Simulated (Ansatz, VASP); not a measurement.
# TiTe2 (CdI2 prototype): VASP beside Ansatz

Wanted: the spread between two codes on one cell, functional and k mesh. The cell is invented: As first built, before any earlier steps moved the atoms (in the runner's words): CdI2 prototype, lattice guessed from radii. It may not be a known or stable phase. The two relaxations start from unlike cells of this crystal (the structure described is Ansatz's start), so only their ends are compared.

Method: plane waves, with VASP 6.6.1 beside it; relaxation of cell and atoms at PBE with D3(BJ), DFT+U, in Ansatz 0.2.0.

## 1. The starting structure

The structure is trigonal, space group P-3m1 (No. 164). Conventional cell: a = 4.016 Å, b = 4.016 Å, c = 6.627 Å, α = 90.00°, β = 90.00°, γ = 120.00°. Nearest to Ti lie 6 Te at 2.85 Å. Nearest to Te lie 3 Ti at 2.85 Å. As first built, before any earlier steps moved the atoms (in the runner's words): CdI2 prototype, lattice guessed from radii. Farther neighbours and most contacts between anions are not listed.

## 2. Ansatz: relaxation of cell and atoms, PBE with D3(BJ), DFT+U

Ansatz runs on its default PAW (the set named soft_2) files.

The relaxed volume is the usual yardstick between codes: in a stiff, nearly cubic crystal its relative difference is about their pressure difference at one cell divided by the bulk modulus.

input.yaml reads:

```yaml
crystal:
  lattice:
    - [4.016397441, 0.0, 0.0]
    - [-2.008198721, 3.478302216, 0.0]
    - [0.0, 0.0, 6.627]
  atoms:
    - { symbol: Ti, position: [0.0, 0.0, 0.0], spin: 1.0 }
    - { symbol: Te, position: [0.333333333, 0.666666667, 0.25] }
    - { symbol: Te, position: [0.666666667, 0.333333333, 0.75] }
magnetization:
  spin_polarized: true
kpoints:
  mp_grid: { grid: [7, 7, 4] }
hamiltonian:
  xc: pbe
  hubbard:
    sites: [{ species: Ti, l: d, u_eff: 3.0 }]
    projectors: ortho-atomic
  dispersion: d3bj
scf:
  occupations: { method: fermi_dirac, width: 0.05 }
output: {}
relax:
  cell: {}
  max_steps: 40
```

Command:

```console
> ansatz run input.yaml --threads 4 --pin off --max-ram 8192MiB --backend cpu --events-out ev --progress --plain --runs-dir out
```

Numbers of over 12 decimals in the logs are rounded to 6 here.

Output:

```text
Engine: ansatz 0.2.0, aarch64-unknown-linux-gnu
Pseudopotentials: kind: paw
Pseudopotential: Ti, paw, valence charge 12, recommended cutoff 420 eV (normal), Ti.paw.azcp
Pseudopotential: Te, paw, valence charge 16, recommended cutoff 420 eV (normal), Te.paw.azcp
Functional definition: PBE
  parameter kappa = 0.804
  parameter beta = 0.066725
  exchange = pbe_x(kappa = kappa, mu = beta*pi^2/3)
  correlation = pbe_c(beta = beta)
Crystal: 3 atoms, lattice volume = 92.581 Å³
Basis set: ecut = 420 eV, 1799 PW (Γ), exchange–correlation on 54×54×90 points (8 copies of the dense FFT grid, shifted against one another)
Bands: 27, of which v1, the nominal top of the filled ones, is band 22 counted from 1 (21 counted from 0)
Symmetry: 12 space group operations
Space group: P-3m1 (ITA 164), of the structure as read, at distance tolerance 4.5e-5 Å
Magnetic group: BNS 164.85 (UNI 1315), of the structure as read, at distance tolerance 4.5e-5 Å
k-points: 28 of 196
Non-local potential: Ti, projectors of the file, l = 0: 3, l = 1: 2, l = 2: 3, l = 3: 1
Non-local potential: Te, projectors of the file, l = 0: 2, l = 1: 2, l = 2: 2, l = 3: 2
PAW form: soft (Blöchl's): semilocal exchange-correlation on the pseudo side does not see the compensation charge
PAW one-centre angular grid: Ti, 590 points (default); XC on 64 Gauss nodes
PAW one-centre angular grid: Te, 590 points (default); XC on 64 Gauss nodes
Initial density: superposition of atomic densities (chi_scale 0.1, normalization cell)
Starting moments: Σ|m| = 1 μB on 1 of 3 sites
Initial wavefunctions: pseudopotential atomic-orbital guess
Functional: x = pbe(κ = 0.804, μ = 0.219515), c = pbe(β = 0.066725)
SCF iter   1: F=—  HF=-16460.258022 eV  |F-HF|=—  |Δ(HF+E_count)|=         —  Δρ=4.05e-2 (↑4.05e-2 ↓1.61e-2)  dr2=3.83e0  dr2_m=2.16e-1  M=0.062 μB ∫|m|=0.649 μB  β_m=0.30  ethr=3.10e-3  ⟨swp⟩=6.3  Hψ=6833  notcnv=0
preconditioner: auto → Kerker (q_TF=auto, 2.410 Å⁻¹)  [metal: Δε(μ)=0.043 eV  Ē_g=6.569 eV  σ=0.050 eV  W_gap=0.21  n_scr=22 (ndim 8)  ℏωp=15.4 eV  f_vac=0.017  D(μ)=1.09/eV (n_scr^D=2)]
spin=Collinear: Kerker preconditioning applied to the charge; magnetization (m = ρ↑ − ρ↓) channel mixes plain (no charge-response kernel on spin).
SCF iter   2: F=—  HF=-16459.891691 eV  |F-HF|=—  |Δ(HF+E_count)|=   3.66e-1  Δρ=1.32e-2 (↑1.32e-2 ↓1.08e-2)  dr2=4.03e-1  dr2_m=3.81e-2  M=0.179 μB ∫|m|=0.867 μB  β_m=0.30  ethr=3.10e-3  ⟨swp⟩=3.0  Hψ=2485  notcnv=0  defer=19
SCF iter   3: F=—  HF=-16459.979686 eV  |F-HF|=—  |Δ(HF+E_count)|=   8.80e-2  Δρ=9.70e-3 (↑8.37e-3 ↓9.70e-3)  dr2=3.42e-1  dr2_m=1.64e-2  M=0.189 μB ∫|m|=0.877 μB  β_m=0.30  ethr=9.17e-4  ⟨swp⟩=2.0  Hψ=1776  notcnv=0  defer=19
SCF iter   4: F=—  HF=-16460.086395 eV  |F-HF|=—  |Δ(HF+E_count)|=   1.07e-1  Δρ=1.65e-2 (↑1.65e-2 ↓5.85e-3)  dr2=6.13e-1  dr2_m=3.69e-2  M=0.091 μB ∫|m|=0.696 μB  β_m=0.30  ethr=7.78e-4  ⟨swp⟩=3.0  Hψ=2489  notcnv=0  defer=19
SCF iter   5: F=—  HF=-16460.062511 eV  |F-HF|=—  |Δ(HF+E_count)|=   2.39e-2  Δρ=6.00e-3 (↑2.66e-3 ↓6.00e-3)  dr2=1.46e-1  dr2_m=4.57e-3  M=0.161 μB ∫|m|=0.792 μB  β_m=1.00  ethr=7.78e-4  ⟨swp⟩=3.1  Hψ=2689  notcnv=0  defer=17
SCF iter   6: F=—  HF=-16460.083241 eV  |F-HF|=—  |Δ(HF+E_count)|=   2.07e-2  Δρ=1.91e-3 (↑7.97e-4 ↓1.91e-3)  dr2=1.46e-2  dr2_m=7.65e-4  M=0.146 μB ∫|m|=0.739 μB  β_m=0.30  ethr=3.32e-4  ⟨swp⟩=2.3  Hψ=1964  notcnv=0  defer=8
SCF iter   7: F=—  HF=-16460.099092 eV  |F-HF|=—  |Δ(HF+E_count)|=   1.59e-2  Δρ=1.58e-3 (↑1.58e-3 ↓1.32e-3)  dr2=9.35e-4  dr2_m=1.48e-3  M=0.134 μB ∫|m|=0.703 μB  β_m=0.30  ethr=3.33e-5  ⟨swp⟩=2.0  Hψ=1918  notcnv=0  defer=7
Mixer restart at iter 7: flushing history
spin-set hold released at iteration 7 (site moments contracting): the magnetisation degrees of freedom join the quasi-Newton model from the next iteration; the mixer history was flushed
SCF iter   8: F=—  HF=-16460.109231 eV  |F-HF|=—  |Δ(HF+E_count)|=   1.01e-2  Δρ=1.52e-3 (↑1.27e-3 ↓1.52e-3)  dr2=1.24e-3  dr2_m=1.39e-3  M=0.129 μB ∫|m|=0.681 μB  β_m=0.58  ethr=2.13e-6  ⟨swp⟩=2.2  Hψ=2256  notcnv=0  defer=7
SCF iter   9: F=—  HF=-16460.128791 eV  |F-HF|=—  |Δ(HF+E_count)|=   1.96e-2  Δρ=2.94e-3 (↑2.94e-3 ↓5.60e-4)  dr2=1.17e-2  dr2_m=2.08e-3  M=0.087 μB ∫|m|=0.565 μB  β_m=0.57  ethr=2.13e-6  ⟨swp⟩=2.6  Hψ=3113  notcnv=0  defer=5
[...]
--- Search for a lower minimum behind the relaxation: the rows below count on from the relaxation's ---
[...]
preconditioner: auto → Kerker (q_TF=auto, 2.468 Å⁻¹)  [metal: Δε(μ)=0.030 eV  Ē_g=6.820 eV  σ=0.050 eV  W_gap=0.15  n_scr=22 (ndim 8)  ℏωp=16.6 eV  f_vac=0.002  D(μ)=1.05/eV (n_scr^D=2)]
spin=Collinear: Kerker preconditioning applied to the charge; magnetization (m = ρ↑ − ρ↓) channel mixes plain (no charge-response kernel on spin).
[...]
spin-set hold released at iteration 13 (site moments contracting): the magnetisation degrees of freedom join the quasi-Newton model from the next iteration; the mixer history was flushed
[...]
SCF iter  18: F=—  HF=-16460.299436 eV  |F-HF|=—  |Δ(HF+E_count)|=   1.15e-4  Δρ=6.77e-5 (↑6.77e-5 ↓4.09e-5)  dr2=3.44e-6  dr2_m=1.44e-6  M=0.144 μB ∫|m|=0.372 μB  β_m=0.96  ethr=6.63e-9  ⟨swp⟩=3.2  Hψ=3186  notcnv=0  defer=2
SCF iter  19: F=—  HF=-16460.299454 eV  |F-HF|=—  |Δ(HF+E_count)|=   1.85e-5  Δρ=2.14e-5 (↑2.14e-5 ↓1.68e-5)  dr2=4.97e-7  dr2_m=1.84e-7  M=0.142 μB ∫|m|=0.366 μB  β_m=0.98  ethr=6.63e-9  ⟨swp⟩=2.0  Hψ=2767  notcnv=0  defer=2
SCF iter  20: F=—  HF=-16460.299456 eV  |F-HF|=—  |Δ(HF+E_count)|=   1.94e-6  Δρ=1.01e-5 (↑1.01e-5 ↓6.84e-6)  dr2=2.58e-7  dr2_m=2.00e-8  M=0.142 μB ∫|m|=0.365 μB  β_m=0.99  ethr=1.13e-9  ⟨swp⟩=2.0  Hψ=2760  notcnv=0  defer=2
iter 21 did not close the SCF: its close was put off for a magnetic moment that had not settled (scf_convergence_deferred on its scf_iter line)
SCF iter  21: F=-16460.299456 eV  HF=-16460.299456 eV  |F-HF|=4.30e-8  |Δ(HF+E_count)|=   2.13e-7  Δρ=4.70e-6 (↑4.70e-6 ↓2.70e-6)  dr2=5.78e-8  dr2_m=2.25e-9  M=0.142 μB ∫|m|=0.365 μB  β_m=0.99  ethr=2.27e-10  ⟨swp⟩=1.1  Hψ=4496  notcnv=0
iter 22 did not close the SCF: its close was put off for a magnetic moment that had not settled (scf_convergence_deferred on its scf_iter line)
SCF iter  22: F=-16460.299456 eV  HF=-16460.299456 eV  |F-HF|=6.51e-10  |Δ(HF+E_count)|=   1.65e-8  Δρ=1.32e-6 (↑1.32e-6 ↓6.47e-7)  dr2=1.45e-9  dr2_m=4.15e-10  M=0.142 μB ∫|m|=0.365 μB  β_m=1.00  ethr=1.31e-10  ⟨swp⟩=1.0  Hψ=4380  notcnv=0
iter 23 did not close the SCF: its close was put off for a magnetic moment that had not settled (scf_convergence_deferred on its scf_iter line)
SCF iter  23: F=-16460.299456 eV  HF=-16460.299456 eV  |F-HF|=1.03e-8  |Δ(HF+E_count)|=   5.17e-9  Δρ=1.60e-6 (↑1.60e-6 ↓1.18e-6)  dr2=1.14e-8  dr2_m=9.49e-11  M=0.142 μB ∫|m|=0.365 μB  β_m=1.00  ethr=3.30e-12  ⟨swp⟩=1.1  Hψ=4503  notcnv=0
SCF iter  24: F=-16460.299456 eV  HF=-16460.299456 eV  |F-HF|=4.26e-10  |Δ(HF+E_count)|=  7.79e-10  Δρ=3.10e-7 (↑2.68e-7 ↓3.10e-7)  dr2=5.11e-10  dr2_m=7.86e-12  M=0.142 μB ∫|m|=0.365 μB  ethr=3.30e-12  ⟨swp⟩=1.0  Hψ=4190  notcnv=0
SCF 1 converged in 24 iterations: F = -16460.299456 eV  dr2 = 5.11e-10
a single-point calculation of the run's input, under the relaxation's own `scf.mixing.negative_modes` where the relaxation goes by `scf.lower_state_search: light` itself or types `scf.max_iter`, was made at the relaxed geometry, from the atoms, in 24 SCF iterations in all. It converged +0.0 meV from the relaxation's final energy, with moments (0.21, -0.04, -0.04 Bohr magnetons, atom by atom), which does not count as lower, and the relaxation's result stands. No further magnetic order was relaxed to its end, and one can end lower (see `relax.adjacent_minimum`).
SCF converged after 8 iterations
Magnetization: 0.1419 μB (22.0709 up, 21.9291 down)
Absolute magnetization: 0.3658 μB (∫|ρ↑−ρ↓|, with the PAW one-centre terms)
Spin contamination: 0.0195 ħ² per cell (⟨S²⟩ above its minimum at these occupations)
Per-site moments (μB) at R_I (Å): [(0.206137, 1.145985), (-0.037468, 1.145985), (-0.037468, 1.145985)]
Free energy (F): -16460.299456 eV
Harris-Foulkes:  -16460.299456 eV  (|F-HF|=3.64e-12)
Internal energy: -16460.291556 eV  (E = F + TS)
E sigma→0 (E₀):  -16460.295506 eV
Entropy (-TS):   -0.007900 eV (-2.633 meV/atom)
Fermi energy:    10.643626 eV
--- Per-component energies (eV) ---
  E_band       = -668.434564
  E_kinetic    = 632.806567
  E_local      = -3397.325954  (includes V_loc(G=0)·N_el)
  E_nonlocal   = -612.665358
  E_hartree    = 1984.461011
  E_xc         = -346.789917
  E_vxc        = -331.238606  (∫ρ·V_xc dr)
  E_hubbard    = 2.692914  (on-site DFT+U / exact-exchange correction)
  E_vhub       = 1.264862  (the Hubbard potential's part of the band-sum identity)
  E_paw        = -10371.983146  (= ΣΔE_a)
  E_vpaw       = -930.197842  (= ΣTr[D̂ρ^β])
  E_aug_tail   = -0.000227  (compensation charges beyond the density's cutoff)
  E_ewald      = -4350.013048
  E_disp       = -1.474399  (pairwise vdW)
  E_smearing   = -0.007900  (= −TS)
  E_closure    = 0.000000  (closes the sum)
  Σ components = -16460.299456   (vs F -16460.299456, Δ=0.00e0)
--- Forces (eV/Å), atoms counted from 1 ---
  atom   1  Ti     0.00000000    -0.00000000     0.00000000
  atom   2  Te    -0.00000000     0.00000000    -0.00314320
  atom   3  Te     0.00000000    -0.00000000     0.00314320
  max |Σ_I F_I| component: 1.30e-18 eV/Å
--- Stress (GPa, compression-positive) ---
       -0.041942       0.000000       0.000000
        0.000000      -0.041942       0.000000
        0.000000       0.000000      -0.039701
  P = ⅓ Tr σ = -0.0412 GPa (-0.412 kbar)
--- Relaxed structure (5 steps of the walk, 5 accepted, 1 SCFs on fresh bases) ---
  F+E_penalty+E_count = -16460.29945647 eV   max|allowed force component| = 3.143e-3 eV/Å   (the final SCF, on the basis selected at the relaxed cell)
  cell:  # Å, volume = 80.3484 Å³
    - [3.806605, 2.7359640454503306e-10, 0]
    - [-1.903303, 3.296617, 1.1078277266574892e-17]
    - [0, 2.1106775341952628e-17, 6.402816]
  atoms:
    - { symbol: Ti, position: [0, 0, -3.4902137236090883e-19] }
    - { symbol: Te, position: [0.333333, 0.666667, 0.265417] }
    - { symbol: Te, position: [0.666667, 0.333333, 0.734583] }
```

[end of part 1 of 2]

[Lines on the potential files, build, host, timing and source positions are cut from VASP's logs without a mark.]

[Logs are printed without paths, hosts, clocks, repeated set-up lines and the standing remarks that a program may print on its own settings, such as how far it seeks lower states.]

[Hosts, paths, dates, database ids (printed as entryN), source tags and the programs' standing remarks are cut or masked in the printed files.]
